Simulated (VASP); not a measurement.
Output of a VASP run:

OSZICAR:
```
...
DAV:   4     0.496254648909E+02    0.41849E-03   -0.58981E-02  2288   0.235E+00    0.144E-01
DAV:   5     0.496278680570E+02    0.24032E-02   -0.25483E-02  1975   0.135E+00    0.158E-01
DAV:   6     0.496205221965E+02   -0.73459E-02   -0.13455E-03  1712   0.318E-01    0.114E-01
DAV:   7     0.496181216532E+02   -0.24005E-02   -0.13681E-03  1906   0.355E-01    0.266E-02
DAV:   8     0.496168680845E+02   -0.12536E-02   -0.35559E-04  1776   0.159E-01    0.875E-03
DAV:   9     0.496169141620E+02    0.46077E-04   -0.49772E-05  1734   0.673E-02    0.114E-02
DAV:  10     0.496168431506E+02   -0.71011E-04   -0.30084E-05  1754   0.599E-02    0.186E-03
DAV:  11     0.496168375294E+02   -0.56212E-05   -0.55358E-06  1492   0.327E-02    0.126E-03
DAV:  12     0.496168363432E+02   -0.11862E-05   -0.40829E-07   870   0.954E-03    0.713E-04
DAV:  13     0.496168366103E+02    0.26709E-06   -0.20121E-07   814   0.473E-03
   2 F= 0.49616837E+02 E0= 0.49616867E+02  d E =-.344584E-02
       N       E                     dE             d eps       ncg     rms          rms(c)
DAV:   1     0.494494155991E+02   -0.16742E+00   -0.62241E+00  1876   0.373E+01    0.273E+00
DAV:   2     0.495770529990E+02    0.12764E+00   -0.42253E-01  2118   0.736E+00    0.939E-01
DAV:   3     0.495989636263E+02    0.21911E-01   -0.87547E-02  1875   0.651E+00    0.233E-01
DAV:   4     0.495993388326E+02    0.37521E-03   -0.13096E-02  2309   0.113E+00    0.686E-02
DAV:   5     0.495997147467E+02    0.37591E-03   -0.58080E-03  1961   0.672E-01    0.739E-02
DAV:   6     0.495979083635E+02   -0.18064E-02   -0.35423E-04  1687   0.161E-01    0.510E-02
DAV:   7     0.495973985947E+02   -0.50977E-03   -0.26978E-04  1935   0.164E-01    0.138E-02
DAV:   8     0.495970876141E+02   -0.31098E-03   -0.83297E-05  1698   0.783E-02    0.359E-03
DAV:   9     0.495970978615E+02    0.10247E-04   -0.14317E-05  1741   0.343E-02    0.602E-03
DAV:  10     0.495970810775E+02   -0.16784E-04   -0.70041E-06  1351   0.287E-02    0.789E-04
DAV:  11     0.495970802220E+02   -0.85551E-06   -0.11871E-06   891   0.180E-02
   3 F= 0.49597080E+02 E0= 0.49597104E+02  d E =-.232022E-01
       N       E                     dE             d eps       ncg     rms          rms(c)
DAV:   1     0.495970196007E+02   -0.61477E-04   -0.28643E-03  1869   0.820E-01    0.574E-02
DAV:   2     0.495970790247E+02    0.59424E-04   -0.18362E-04  2142   0.155E-01    0.200E-02
DAV:   3     0.495970892693E+02    0.10245E-04   -0.39700E-05  1858   0.141E-01    0.478E-03
DAV:   4     0.495970879283E+02   -0.13410E-05   -0.47448E-06  1568   0.234E-02    0.120E-03
DAV:   5     0.495970873052E+02   -0.62316E-06   -0.22051E-06  1052   0.165E-02
   4 F= 0.49597087E+02 E0= 0.49597111E+02  d E =-.231951E-01
       N       E                     dE             d eps       ncg     rms          rms(c)
DAV:   1     0.495974419870E+02    0.35406E-03   -0.92720E-02  1520   0.230E+00    0.101E-01
DAV:   2     0.495967845493E+02   -0.65744E-03   -0.44215E-03  1834   0.539E-01    0.523E-02
DAV:   3     0.495968116805E+02    0.27131E-04   -0.28183E-04  2169   0.219E-01    0.207E-02
DAV:   4     0.495968332538E+02    0.21573E-04   -0.60719E-05  2342   0.941E-02    0.529E-03
DAV:   5     0.495968348269E+02    0.15731E-05   -0.53728E-05  1563   0.691E-02    0.398E-03
DAV:   6     0.495967965673E+02   -0.38260E-04   -0.63088E-06  1367   0.255E-02    0.190E-03
DAV:   7     0.495967955684E+02   -0.99889E-06   -0.10858E-06   926   0.989E-03
   5 F= 0.49596796E+02 E0= 0.49596820E+02  d E =-.291737E-03
```

### OUTCAR
```
------------------------ aborting loop because EDIFF is reached ----------------------------------------
  FORCE on cell =-STRESS in cart. coord.  units (eV):
  Direction    XX          YY          ZZ          XY          YZ          ZX
  --------------------------------------------------------------------------------------
  Total        0.0555800      0.0555800     -0.0077318      0.0000000      0.0000000      0.0000000
  in kB        1.0204207      1.0204207     -0.1419528      0.0000000      0.0000000      0.0000000
  external PRESSURE =       0.6329629 kB  Pullay stress =       0.0000000 kB
  volume of cell :       87.27
      direct lattice vectors                 reciprocal lattice vectors
     5.031023679  0.000000000  0.000000000     0.198766705 -0.000000000  0.000000000
     0.000000000  5.031023679  0.000000000    -0.000000000  0.198766705  0.000000000
     0.000000000  0.000000000  3.447758466     0.000000000  0.000000000  0.290043520
 POSITION                                       TOTAL-FORCE (eV/Angst)
 -----------------------------------------------------------------------------------
      0.00000      5.03102      0.00000        -0.000000      0.000000      0.000000
      2.51551      2.51551      1.72388        -0.000000      0.000000      0.000000
      1.54738      1.54738      0.00000         0.008216      0.008216      0.000000
      4.06289      0.96813      1.72388         0.008216     -0.008216      0.000000
      0.96813      4.06289      1.72388        -0.008216      0.008216      0.000000
      3.48365      3.48365      3.44776        -0.008216     -0.008216      0.000000
 -----------------------------------------------------------------------------------
    total drift:                                0.000000     -0.000000      0.000000
  FREE ENERGIE OF THE ION-ELECTRON SYSTEM (eV)
  ---------------------------------------------------
  free  energy   TOTEN  =        49.5967955684 eV

  energy  without entropy=       49.5968440392  energy(sigma->0) =       49.59681980

 reached required accuracy - stopping structural energy minimisation
```
(Selected blocks of OUTCAR.)

### POSCAR
```
PbO2
1
    4.9936779022     0.0000000000     0.0000000000
    0.0000000000     4.9936779022     0.0000000000
    0.0000000000     0.0000000000     3.4168354417
Pb O
2 4
Direct
  1.0000000000   1.0000000000   0.0000000000
  0.5000000000   0.5000000000   0.5000000000
  0.3074101816   0.3074101816   0.0000000000
  0.8074101816   0.1925898184   0.5000000000
  0.1925898184   0.8074101816   0.5000000000
  0.6925898184   0.6925898184   0.0000000000
```

Problem. Reconstruct the remaining input files.

Solution. Several could match; the one computed here: the input of the run itself, revTPSS meta-GGA, plane waves, VASP's PBE PAW potentials (set 64).

**KPOINTS**
```
Automatic mesh
0
Gamma
4 4 6
0 0 0
```

INCAR:
```
ALGO=Normal
EDIFF=1E-6
EDIFFG=-0.02
ENCUT=520
IBRION=2
ISIF=3
ISMEAR=0
LASPH=T
LCHARG=F
LMAXMIX=4
LMIXTAU=T
LREAL=F
LWAVE=F
METAGGA=RTPSS
NELM=100
NSW=60
PREC=Accurate
SIGMA=0.05
SYSTEM=PbO2
```

POTCAR, in this order: Pb_d O (PBE.64 set). Program: vasp_std.

Energy and stress use the plane-wave basis of the starting cell.

The compound is PbO2 in the rutile structure. This run relaxes it. Symmetry was kept, so distortions that lower it aren't found.
